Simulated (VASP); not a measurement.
Input of a VASP 6.6.1 run:

Contents of INCAR:

```
PREC = Accurate
ENCUT = 520
EDIFF = 1E-6
ISMEAR = 0
SIGMA = 0.15
LREAL = False
LASPH = True
NELM = 100
ALGO = Fast
ISIF = 2
LWAVE = False
LCHARG = False
NBANDS = 13
```

The input KPOINTS:

```
Automatic mesh
0
Gamma
  12 12 12
```

POSCAR

```
CaMg
1.0
    4.0273723800      0.0000000000      0.0000000000
    0.0000000000      4.0273723800      0.0000000000
    0.0000000000      0.0000000000      3.8616243500
Ca Mg
1 1
Direct
    0.0000000000      0.0000000000      0.5000000000
    0.5000000000      0.5000000000      0.0000000000
```

Potentials or basis: VASP PAW LDA potentials, release 64 (Ca_sv, Mg).

Command:

```bash
$ cat potpaw_LDA.64/Ca_sv/POTCAR potpaw_LDA.64/Mg/POTCAR > POTCAR
$ mpirun -np 1 vasp_std > vasp.out
```

Problem. Estimate the pressure.

Solution. -2.3 GPa.

Problem. Estimate the band gap on the k mesh.

Solution. None (metal or under the smearing width).

Stress tensor (GPa, compression positive):
```
-2.40  0.00  0.00
 0.00 -2.40  0.00
 0.00  0.00 -1.97
```
